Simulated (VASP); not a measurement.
TiN:

```
Ti N
1.0
     0.00000    2.11900    2.11900
     2.11900    0.00000    2.11900
     2.11900    2.11900    0.00000
Ti N
1 1
Direct
  0.00000 0.00000 0.00000
  0.50000 0.50000 0.50000
```

The cell was built by a generator and needn't be a form met in nature.

* Program: VASP 6.6.1
* Task: relaxation of cell and atoms
* Functional: LDA
* Potentials or basis: VASP PAW LDA potentials, release 64 (Ti_sv, N)
* Cutoff: 600 eV
* k mesh: 16 × 16 × 16
* Occupations: methfessel-paxton, width 0.1 eV
* Spin: no spin polarisation

At the start: pressure -12.9 GPa; volume 9.51 Å³/atom.

Problem. Where does the relaxation end?

Solution. Over 4 steps the energy falls by 17.1 meV/atom and the volume is 9.10 Å³/atom (-4.3 %); space group Fm-3m (No. 225, to 0.05 Å).

The path:
```csv
step,energy change (eV),largest force (eV/Å),pressure (GPa),volume (Å³)
1,0.0000,0.0000,-12.85,19.03
2,0.0539,0.0000,24.97,17.00
3,-0.0343,0.0000,-0.26,18.22
4,-0.0343,0.0000,-0.02,18.20
```

Final structure:
```
CELL_PARAMETERS angstrom
0.00000 2.08790 2.08790
2.08790 0.00000 2.08790
2.08790 2.08790 0.00000
ATOMIC_POSITIONS crystal
Ti 0.00000 0.00000 0.00000
N 0.50000 0.50000 0.50000
```
